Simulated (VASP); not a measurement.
Data:

```
CELL_PARAMETERS angstrom
      0.00000     2.18970     2.18970
      2.18970     0.00000     2.18970
      2.18970     2.18970     0.00000
ATOMIC_POSITIONS crystal
  Si 0.00000 0.00000 0.00000
  C  0.25000 0.25000 0.25000
```

These are HSE06 screened hybrid, VASP's PBE PAW potentials (set 64) (plane waves; VASP) values and carry that method's errors. Settings: 520 eV cut-off, 8×8×8 Γ-centred mesh, Gaussian smearing of 0.050 eV, potentials Si C.

Q: What does the run give for the energy per atom (σ→0), pressure, band gap (over mesh and band path) with the smallest direct gap where there is one?

A: 
- band gap (over mesh and band path): 2.26 eV
- smallest direct gap (over mesh and band path): 5.73 eV
- energy per atom (σ→0): -8.727 eV/atom
- pressure: -5.06 GPa

Only differences to runs with the same potentials and settings are physical.

The compound is SiC in the zinc blende structure. It was relaxed first. The cell's shape comes from a PBE relaxation.
